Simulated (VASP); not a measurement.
Computed with r2SCAN meta-GGA, VASP's PBE PAW potentials (set 64) (plane waves; VASP 6.6.1). For the first row: Run with 520 eV cut-off, 6×6×6 Γ-centred mesh, Gaussian smearing of 0.050 eV, potentials K_sv Zn F.

```tsv
system	energy (eV/atom)
KZnF3 (cubic perovskite)	-7.6713
K atom	-5.1717
Zn atom	-7.4382
F atom	-2.2509
```

Atoms are spin-polarised in a large box without symmetry, with the spin fixed by Hund's rule, and may not be in the lowest state of each functional; no zero-point energy is added.

### Question
What is the cohesive energy per atom of KZnF3?

### Answer
The references average (1×(-5.1717) + 1×(-7.4382) + 3×(-2.2509))/5 = -3.8725 eV, so the cohesive energy is -3.8725 − (-7.6713) = 3.799 eV/atom.
